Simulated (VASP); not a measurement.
## A VASP study of MnSe (optB86b-vdW + U): structure first, properties next

What structure does MnSe take at this level, and what are its properties? The steps: magnetic order: ferromagnetic, magnetic order: antiferromagnetic, q = (0, 0, 1/2), magnetic order: antiferromagnetic, q = (1/2, 1/2, 0), the orders side by side, full relaxation (optB86b-vdW + U), second relaxation, single point with fields (optB86b-vdW + U), bands along the symmetry lines (optB86b-vdW + U), total and projected DOS (optB86b-vdW + U), volume scan with optB86b-vdW + U, fit for optB86b-vdW + U and optical spectrum (optB86b-vdW + U). The start is a cell from a database of measured crystal structures.

Program: VASP 6.6.1. Level of theory: optB86b-vdW, DFT+U (Mn d 5 eV), spin-polarised from a ferromagnetic start (one magnetic atom a cell); plane waves and PAW (Mn_pv, Se), in the first sound run; inputs show where later runs differ. Results are calculated unless marked as measured.

Most raw output is cut from this account.

The database entry behind the starting cell differs from later determinations by our own check (about 0.4 % short), so it need not match the best structure at ambient conditions.

**1. The starting structure**

Symmetry: Fm-3m, No. 225, cubic system. The conventional cell has a = 5.440 Å, b = 5.440 Å, c = 5.440 Å, α = 90.00°, β = 90.00°, γ = 90.00°. Nearest to Mn lie 6 Se at 2.72 Å. Nearest to Se lie 6 Mn at 2.72 Å. Farther neighbours and most contacts between anions are not listed.

**2. Magnetic order: ferromagnetic**

The properties of a magnet depend on its order, so a few collinear patterns are compared first on the cell as listed, beginning with all moments parallel. optB86b-vdW pairs nonlocal correlation with a less repulsive exchange of B86b form. LUSE_VDW switches on a nonlocal correlation term for dispersion. A Hubbard U penalises fractional filling of the localised shell, which semilocal functionals favour.

INCAR reads:

```
SYSTEM = MnSe
PREC = Accurate
ENCUT = 400
EDIFF = 1E-06
NELM = 100
ISMEAR = 0
SIGMA = 0.05
LREAL = .FALSE.
ALGO = Normal
GGA = MK
AGGAC = 0
LUSE_VDW = .TRUE.
PARAM1 = 0.1234
PARAM2 = 1
LASPH = .TRUE.
NBANDS = 19
ISPIN = 2
MAGMOM = 4 0
LDAU = .TRUE.
LDAUTYPE = 2
LDAUL = 2 -1
LDAUU = 5 0
LDAUJ = 0 0
LDAUPRINT = 1
LMAXMIX = 4
LORBIT = 11
LWAVE = .FALSE.
LCHARG = .FALSE.
KPAR = 4
ISIF = 2
```

POSCAR reads:

```
MnSe
1.0
    0.0000000000      2.7200000000      2.7200000000
    2.7200000000      0.0000000000      2.7200000000
    2.7200000000      2.7200000000      0.0000000000
Mn Se
1 1
Direct
    0.0000000000      0.0000000000      0.0000000000
    0.5000000000      0.5000000000      0.5000000000
```

KPOINTS reads:

```
Automatic mesh
0
Gamma
7 7 7
0 0 0
```

The projector-augmented-wave data sets are Mn_pv and Se (PBE family, release 64).

On the command line:

```sh
$ mpirun -np 4 vasp_std
```

It took 38 s on 4 MPI ranks of AMD EPYC 7R43, shared host; peak memory 1.2 GiB; 2.5 min of CPU time.

The gap is read on the k-mesh alone, so it is an upper bound where the band edges lie off the mesh. Direct gaps are counted within one spin. The PAW data sets were made with PBE, which is usual practice but a small mismatch for other functionals. At this level the cell is under a pressure of 3.0 GPa, so at these settings it is away from equilibrium.

Numbers from this step:

| Quantity | Value |
| --- | --- |
| SCF cycles | 16 |
| electrons | 19 |
| bands | 19 |
| irreducible k-points | 20 |
| symmetry operations | 48 |
| free energy (TOTEN) | -6.991 eV |
| Fermi energy | 5.756 eV |
| pressure | 2.964 GPa |
| moment of the cell, from the last line of the log | 5 μB |
| metallic | no |
| valence top at k | -0.2857, 0.1429, 0 |
| conduction bottom at k | 0.4286, 0.4286, 0 |
| least direct gap on the k-mesh, within one spin | 2.371 eV |
| gap on the k-mesh | 0.6636 eV |

Spin moment in the PAW sphere by atom:

| atom | spin moment in the PAW sphere (μB) |
| --- | --- |
| Mn1 | 4.62 |
| Se2 | 0.07 |

The run ends ferromagnetic with a largest moment of 4.62 μB, and the mesh shows a gap of 0.66 eV.

**3. Magnetic order: antiferromagnetic, q = (0, 0, 1/2)**

This step: optB86b-vdW, DFT+U (Mn d 5 eV), spin-polarised from an antiferromagnetic start; plane waves and PAW (Mn_pv, Se) (VASP 6.6.1).

System of this step: MnSe. It takes space group Fm-3m (No. 225, cubic). The conventional cell has a = 5.440 Å, b = 5.440 Å, c = 5.440 Å, α = 90.00°, β = 90.00°, γ = 90.00°. Mn has 6 Se at 2.72 Å nearest. Nearest to Se lie 6 Mn at 2.72 Å. Farther neighbours and most contacts between anions are not listed.

Next, a pattern with opposite moments, which needs a doubled cell; q is given in the reciprocal vectors of the primitive cell.

Changes to INCAR since step 2:

```diff
@@ -15,5 +15,5 @@
 LASPH = .TRUE.
-NBANDS = 19
+NBANDS = 27
 ISPIN = 2
-MAGMOM = 4 0
+MAGMOM = 4 -4 0 0
 LDAU = .TRUE.
```

POSCAR reads:

```
MnSe
1.0
    0.0000000000      2.7200000000      2.7200000000
    2.7200000000      0.0000000000      2.7200000000
    5.4400000000      5.4400000000      0.0000000000
Mn Se
2 2
Direct
    0.0000000000      0.0000000000      0.0000000000
    0.0000000000      0.0000000000      0.5000000000
    0.5000000000      0.5000000000      0.2500000000
    0.5000000000      0.5000000000      0.7500000000
```

KPOINTS is that of step 2.

On the command line:

```sh
$ mpirun -np 4 vasp_std
```

Elapsed: 96 s, on 4 MPI ranks; peak memory 2 GiB; 6.3 min of CPU time.

At this level the cell is under a pressure of 2.0 GPa, so at these settings it is away from equilibrium.

This step gave:

| Item | Value |
| --- | --- |
| electrons | 38 |
| bands | 27 |
| irreducible k-points | 44 |
| symmetry operations | 12 |
| free energy (TOTEN) | -14.04 eV |
| Fermi energy | 5.224 eV |
| pressure | 2.011 GPa |
| valence top at k | 0, 0, 0.4286 |
| least direct gap at k | 0.4286, 0, 0 |
| gap on the k-mesh | 1.786 eV |
| least direct gap on the k-mesh | 2.446 eV |

Spin moment in the PAW sphere by atom:

| atom | spin moment in the PAW sphere (μB) |
| --- | --- |
| Mn1 | 4.55 |
| Mn2 | -4.55 |
| Se3 | 0.00 |
| Se4 | 0.00 |

The energy lies -15.0 meV an atom from the first pattern. The run ends antiferromagnetic with a largest moment of 4.55 μB, and the mesh shows a gap of 1.79 eV.

**4. Magnetic order: antiferromagnetic, q = (1/2, 1/2, 0)**

INCAR is that of step 3.

POSCAR reads:

```
MnSe
1.0
    0.0000000000      5.4400000000      5.4400000000
    2.7200000000      2.7200000000      5.4400000000
    2.7200000000      2.7200000000      0.0000000000
Mn Se
2 2
Direct
    0.0000000000      0.0000000000      0.0000000000
    0.5000000000      0.0000000000      0.0000000000
    0.0000000000      0.5000000000      0.5000000000
    0.5000000000      0.5000000000      0.5000000000
```

KPOINTS is that of step 3.

On the command line:

```sh
$ mpirun -np 4 vasp_std
```

Wall time 2.5 min (4 MPI ranks); peak memory 2.8 GiB; 9.9 min of CPU time.

At this level the cell is under a pressure of 2.6 GPa, so at these settings it is away from equilibrium.

Numbers from this step:

```
irreducible k-points           : 40
symmetry operations            : 16
free energy (TOTEN)            : -14.00 eV
Fermi energy                   : 5.503 eV
pressure                       : 2.628 GPa
valence top at k               : 0.2857, -0.4286, 0.1429
conduction bottom at k         : 0, 0.4286, 0.4286
least direct gap at k          : 0, 0, 0
gap on the k-mesh              : 0.9461 eV
least direct gap on the k-mesh : 1.716 eV
```

Spin moment in the PAW sphere by atom:

| atom | spin moment in the PAW sphere (μB) |
| --- | --- |
| Mn1 | 4.60 |
| Mn2 | -4.60 |
| Se3 | -0.02 |
| Se4 | 0.02 |

The energy lies -4.1 meV an atom from the first pattern. The run ends antiferromagnetic with a largest moment of 4.60 μB, and the mesh shows a gap of 0.95 eV.

**5. The orders side by side**

This step: collinear orders at optB86b-vdW, DFT+U (Mn d 5 eV); plane waves and PAW (VASP 6.6.1).

This step runs nothing: it gathers the runs above.

Patterns, by row:

| start | atoms | energy less that of the first (meV/atom) | largest site moment (μB) | end state |
| --- | --- | --- | --- | --- |
| ferromagnetic | 2 | 0 | 4.62 | ferromagnetic |
| antiferromagnetic, q = (0, 0, 1/2) | 4 | -15 | 4.55 | antiferromagnetic |
| antiferromagnetic, q = (1/2, 1/2, 0) | 4 | -4.1 | 4.6 | antiferromagnetic |

The session goes on in the lowest magnetic state found: antiferromagnetic, q = (0, 0, 1/2). The next one lies 11.0 meV an atom higher.

**6. Full relaxation (optB86b-vdW + U)**

This step: optB86b-vdW, DFT+U (Mn d 5 eV), spin-polarised from an antiferromagnetic start; plane waves and PAW (Mn_pv, Se) (VASP 6.6.1).

Properties are meant for the cell that this level of theory prefers, so cell and atoms are relaxed first (ISIF = 3) until forces and stress are small; EDIFFG sets the threshold.

Changes to INCAR since step 4:

```diff
@@ -17,3 +17,3 @@
 ISPIN = 2
-MAGMOM = 4 -4 0 0
+MAGMOM = 4.55 -4.55 0 0
 LDAU = .TRUE.
@@ -29,2 +29,5 @@
 KPAR = 4
-ISIF = 2
+IBRION = 2
+NSW = 60
+ISIF = 3
+EDIFFG = -0.01
```

POSCAR reads:

```
MnSe
1.0
    0.0000000000      2.7200000000      2.7200000000
    2.7200000000      0.0000000000      2.7200000000
    5.4400000000      5.4400000000      0.0000000000
Mn Se
2 2
Direct
    0.0000000000      0.0000000000      0.0000000000
    0.0000000000      0.0000000000      0.5000000000
    0.5000000000      0.5000000000      0.2500000000
    0.5000000000      0.5000000000      0.7500000000
```

KPOINTS reads:

```
Automatic mesh
0
Gamma
6 6 6
0 0 0
```

On the command line:

```sh
$ mpirun -np 4 vasp_std
```

The job ended after 3.4 min (4 MPI ranks; peak memory 2 GiB).

The magnetic order is the lowest of the few collinear ones that converged above; longer or canted patterns were not tried. The cell is doubled for it, so bands and modes from the zone boundary of the chemical cell fold onto Γ and the labels are those of the larger cell. The run keeps the 12 symmetry operations of its start, so it cannot find a distortion of lower symmetry.

Step by step:

| step | energy less that of the first step (eV) | largest force (eV/Å) | pressure (GPa) | volume (Å³) |
| --- | --- | --- | --- | --- |
| 1 | 0.0000 | 0.0000 | 2.02 | 80.49 |
| 2 | -0.0125 | 0.0000 | -0.61 | 83.49 |
| 3 | -0.0139 | 0.0000 | -0.02 | 82.74 |

| cell as run | before | after | change |
| --- | --- | --- | --- |
| a (Å) | 3.847 | 3.884 | +1.0 % |
| b (Å) | 3.847 | 3.884 | +1.0 % |
| c (Å) | 7.693 | 7.761 | +0.9 % |
| α (°) | 60.00 | 59.97 | -0.0 % |
| β (°) | 60.00 | 59.97 | -0.0 % |
| volume (Å³/atom) | 20.12 | 20.69 | +2.8 % |

The relaxed structure:

```cif
data_structure
_symmetry_space_group_name_H-M 'P 1'
_symmetry_Int_Tables_number 1
_cell_length_a 3.8838
_cell_length_b 3.8838
_cell_length_c 7.7608
_cell_angle_alpha 59.971
_cell_angle_beta 59.971
_cell_angle_gamma 60.000
_cell_volume 82.74
loop_
_atom_site_label
_atom_site_type_symbol
_atom_site_fract_x
_atom_site_fract_y
_atom_site_fract_z
_atom_site_occupancy
Mn1 Mn 0.00000 0.00000 0.00000 1
Mn2 Mn 0.00000 0.00000 0.50000 1
Se3 Se 0.50000 0.50000 0.25000 1
Se4 Se 0.50000 0.50000 0.75000 1
```

Numbers from this step:

| Property | Result |
| --- | --- |
| irreducible k-points | 32 |
| symmetry operations | 12 |
| free energy (TOTEN) | -14.05 eV |
| Fermi energy | 4.829 eV |
| pressure | -0.02424 GPa |
| valence top at k | 0, 0, 0.5 |
| conduction bottom at k | 0.5, 0, 0 |
| least direct gap at k | 0.5, 0, 0 |
| SCF cycles over all ionic steps | 35 |
| gap on the k-mesh | 1.527 eV |
| least direct gap on the k-mesh | 2.142 eV |

Spin moment in the PAW sphere by atom:

| atom | spin moment in the PAW sphere (μB) |
| --- | --- |
| Mn1 | 4.56 |
| Mn2 | -4.56 |
| Se3 | 0.00 |
| Se4 | 0.00 |

It ends with forces that vanish by symmetry and a pressure of -0.02 GPa.

**7. Second relaxation**

A relaxation keeps the plane waves of the cell it began with, so it is repeated from the new cell, on a basis made for it.

INCAR is that of step 6.

POSCAR reads:

```
MnSe
1.0
    0.0000000000      2.7462933315      2.7462933315
    2.7462933315      0.0000000000      2.7462933315
    5.4877001748      5.4877001748      0.0048864881
Mn Se
2 2
Direct
    0.0000000000      0.0000000000      0.0000000000
    0.0000000000      0.0000000000      0.5000000000
    0.5000000000      0.5000000000      0.2500000000
    0.5000000000      0.5000000000      0.7500000000
```

KPOINTS is that of step 6.

On the command line:

```sh
$ mpirun -np 4 vasp_std
```

Wall time 91 s (4 MPI ranks); peak memory 1.9 GiB; 6 min of CPU time.

Little changed from the start: no atom moved by 0.005 Å and no cell edge by 0.1 %.

This step gave:

```yaml
free_energy_toten: -14.06 eV
pressure: 0.009873 GPa
scf_cycles_over_all_ionic_steps: 17
```

It ends with forces that vanish by symmetry and a pressure of 0.01 GPa. The volume moved by under 0.01 %: the run met its threshold at the first step.

**8. Single point with fields (optB86b-vdW + U)**

A single point on the relaxed cell gives a clean self-consistent state, with density, ELF and potential written out.

Changes to INCAR since step 7:

```diff
@@ -27,7 +27,5 @@
 LWAVE = .FALSE.
-LCHARG = .FALSE.
-KPAR = 4
-IBRION = 2
-NSW = 60
-ISIF = 3
-EDIFFG = -0.01
+LCHARG = .TRUE.
+ISIF = 2
+LELF = .TRUE.
+LVHAR = .TRUE.
```

POSCAR is that of step 7.

KPOINTS is that of step 7.

On the command line:

```sh
$ mpirun -np 4 vasp_std
```

Elapsed: 53 s, on 4 MPI ranks; peak memory 0.99 GiB; 3.5 min of CPU time.

With spin, VASP writes an ELF for each channel.

This step gave:

```
SCF cycles   : 17
bands        : 28
Fermi energy : 4.982 eV
pressure     : 0.009091 GPa
```

Valence electrons inside each PAW sphere by angular momentum. Sphere charges, by row:

| atom | s (e) | p (e) | d (e) | tot (e) |
| --- | --- | --- | --- | --- |
| Mn1 | 0.222 | 6.155 | 4.897 | 11.27 |
| Mn2 | 0.222 | 6.155 | 4.897 | 11.27 |
| Se3 | 1.443 | 2.456 | 0.021 | 3.92 |
| Se4 | 1.443 | 2.456 | 0.021 | 3.92 |

Spin density in the ac plane at fractional y = 0.000, with atoms of Mn within 0.2 Å of it.

Values in e/Å³, 24 rows by 14 columns, each cell a mean:
```
 5.4  4.8  2.2  0.5  0.1  0.0  0.0  0.0  0.0  0.0  0.1  0.2  1.0  3.0
 2.0  2.4  1.5  0.5  0.2  0.0  0.0  0.0  0.0  0.0  0.0  0.1  0.3  0.8
 0.3  0.5  0.4  0.3  0.1  0.0  0.0  0.0  0.0  0.0  0.0  0.0  0.1  0.1
 0.1  0.1  0.1  0.1  0.1  0.0  0.0  0.0  0.0  0.0  0.0  0.0  0.0  0.0
 0.0  0.0  0.0  0.0  0.0  0.0  0.0  0.0  0.0  0.0  0.0  0.0  0.0  0.0
 0.0  0.0  0.0  0.0  0.0  0.0  0.0  0.0  0.0  0.0  0.0  0.0  0.0  0.0
 0.0  0.0  0.0  0.0  0.0  0.0  0.0  0.0  0.0  0.0  0.0  0.0  0.0  0.0
 0.0  0.0  0.0  0.0  0.0  0.0  0.0  0.0  0.0  0.0  0.0 -0.1 -0.1  0.0
-0.1 -0.1  0.0  0.0  0.0  0.0  0.0  0.0  0.0 -0.1 -0.1 -0.2 -0.3 -0.2
-0.8 -0.3 -0.1  0.0  0.0  0.0  0.0  0.0  0.0 -0.1 -0.2 -0.6 -1.2 -1.4
-3.4 -1.5 -0.4 -0.1  0.0  0.0  0.0  0.0  0.0 -0.1 -0.2 -0.9 -2.8 -4.3
-6.7 -4.3 -1.4 -0.3 -0.1  0.0  0.0  0.0  0.0  0.0 -0.1 -0.6 -2.6 -5.6
-5.6 -4.8 -2.1 -0.5 -0.1  0.0  0.0  0.0  0.0  0.0 -0.1 -0.2 -1.1 -3.3
-1.9 -2.3 -1.5 -0.5 -0.2  0.0  0.0  0.0  0.0  0.0  0.0 -0.1 -0.2 -0.7
-0.3 -0.5 -0.5 -0.3 -0.1  0.0  0.0  0.0  0.0  0.0  0.0  0.0 -0.1 -0.1
-0.1 -0.1 -0.1 -0.1 -0.1  0.0  0.0  0.0  0.0  0.0  0.0  0.0  0.0  0.0
 0.0  0.0  0.0  0.0  0.0  0.0  0.0  0.0  0.0  0.0  0.0  0.0  0.0  0.0
 0.0  0.0  0.0  0.0  0.0  0.0  0.0  0.0  0.0  0.0  0.0  0.0  0.0  0.0
 0.0  0.0  0.0  0.0  0.0  0.0  0.0  0.0  0.0  0.0  0.0  0.0  0.0  0.0
 0.0  0.0  0.0  0.0  0.0  0.0  0.0  0.0  0.0  0.0  0.1  0.1  0.1  0.1
 0.1  0.1  0.0  0.0  0.0  0.0  0.0  0.0  0.0  0.1  0.1  0.2  0.3  0.2
 0.8  0.3  0.1  0.0  0.0  0.0  0.0  0.0  0.0  0.1  0.2  0.6  1.2  1.4
 3.5  1.6  0.4  0.1  0.0  0.0  0.0  0.0  0.0  0.1  0.2  0.9  2.8  4.3
 6.7  4.2  1.3  0.3  0.1  0.0  0.0  0.0  0.0  0.0  0.1  0.6  2.8  5.7
```
Columns run along a (3.9 Å), rows up along c (7.8 Å). Atoms in or near the plane, at fractional coordinates: Mn at (0.00, 0.00), Mn at (0.00, 0.50).

Valence density in the ac plane at fractional y = 0.000, with atoms of Mn within 0.2 Å of it. It is the smooth field of the valence electrons, not physical close to the nuclei.

Ten steps, logarithmic in the rise over the least value, from '0' (0 e/Å³) to '9' (16 e/Å³), each cell a mean:
```
99741000000268
77642000000025
34421000000001
01110000000000
00000000000000
00000000000000
00000000000000
00000000000000
10000000001232
53100000002466
87310000002589
99631000001489
99741000000268
77642000000025
34421000000001
01110000000000
00000000000000
00000000000000
00000000000000
00000000000000
10000000001222
53100000002466
87310000002589
99620000001589
```
Columns run along a (3.9 Å), rows up along c (7.8 Å). Atoms in or near the plane, at fractional coordinates: Mn at (0.00, 0.00), Mn at (0.00, 0.50).

ELF of up spins in the ac plane at fractional y = 0.000, with atoms of Mn within 0.2 Å of it. It is the smooth field of the valence electrons, not physical close to the nuclei.

Values, 24 rows by 14 columns, each cell a mean:
```
0.05 0.08 0.25 0.23 0.11 0.09 0.12 0.13 0.13 0.11 0.09 0.14 0.25 0.19
0.24 0.24 0.28 0.23 0.12 0.09 0.14 0.18 0.20 0.18 0.13 0.10 0.15 0.23
0.17 0.21 0.21 0.16 0.10 0.09 0.15 0.23 0.28 0.28 0.23 0.15 0.10 0.11
0.09 0.09 0.10 0.09 0.08 0.09 0.13 0.22 0.29 0.33 0.31 0.23 0.14 0.10
0.10 0.10 0.11 0.11 0.11 0.11 0.11 0.16 0.23 0.30 0.31 0.26 0.17 0.12
0.11 0.13 0.17 0.20 0.19 0.15 0.12 0.11 0.14 0.20 0.23 0.22 0.17 0.12
0.11 0.13 0.20 0.27 0.29 0.25 0.18 0.12 0.11 0.12 0.14 0.14 0.13 0.11
0.09 0.12 0.19 0.27 0.33 0.32 0.26 0.16 0.11 0.09 0.09 0.09 0.09 0.09
0.10 0.09 0.13 0.20 0.28 0.31 0.28 0.20 0.13 0.08 0.10 0.14 0.17 0.15
0.23 0.16 0.10 0.12 0.19 0.23 0.23 0.19 0.13 0.09 0.13 0.23 0.27 0.26
0.17 0.26 0.18 0.10 0.11 0.14 0.15 0.14 0.12 0.09 0.14 0.26 0.22 0.12
0.01 0.12 0.26 0.16 0.09 0.10 0.11 0.11 0.11 0.09 0.11 0.22 0.22 0.05
0.05 0.08 0.25 0.22 0.11 0.09 0.12 0.13 0.12 0.11 0.09 0.14 0.25 0.18
0.26 0.25 0.28 0.23 0.12 0.09 0.14 0.18 0.20 0.18 0.13 0.10 0.14 0.24
0.17 0.21 0.21 0.16 0.10 0.09 0.15 0.23 0.28 0.28 0.23 0.15 0.10 0.11
0.08 0.09 0.10 0.09 0.08 0.09 0.13 0.22 0.30 0.33 0.30 0.23 0.14 0.10
0.10 0.11 0.11 0.12 0.11 0.11 0.11 0.16 0.23 0.30 0.31 0.26 0.17 0.12
0.11 0.13 0.17 0.20 0.19 0.15 0.12 0.12 0.15 0.20 0.24 0.22 0.17 0.12
0.11 0.13 0.20 0.27 0.29 0.24 0.18 0.12 0.11 0.12 0.14 0.14 0.13 0.11
0.09 0.12 0.18 0.27 0.32 0.32 0.26 0.16 0.12 0.09 0.09 0.09 0.09 0.09
0.10 0.09 0.13 0.21 0.28 0.31 0.28 0.20 0.13 0.08 0.10 0.14 0.16 0.14
0.24 0.16 0.10 0.12 0.18 0.23 0.23 0.19 0.13 0.09 0.14 0.24 0.28 0.27
0.17 0.25 0.18 0.10 0.11 0.14 0.15 0.14 0.12 0.09 0.14 0.26 0.22 0.11
0.02 0.13 0.26 0.16 0.09 0.10 0.11 0.11 0.11 0.09 0.11 0.23 0.22 0.04
```
Columns run along a (3.9 Å), rows up along c (7.8 Å). Atoms in or near the plane, at fractional coordinates: Mn at (0.00, 0.00), Mn at (0.00, 0.50).

In this run the pressure is 0.01 GPa, small enough to go on.

[end of part 1 of 2]

[Lines on the potential files, build, host, timing and source positions are cut from VASP's logs without a mark.]

[Logs are printed without paths, hosts, clocks, repeated set-up lines and the standing remarks that a program may print on its own settings, such as how far it seeks lower states.]

[Hosts, paths, dates, database ids (printed as entryN), source tags and the programs' standing remarks are cut or masked in the printed files.]

[A measured line is paired with the nearest computed mode of its activity, which favours agreement.]
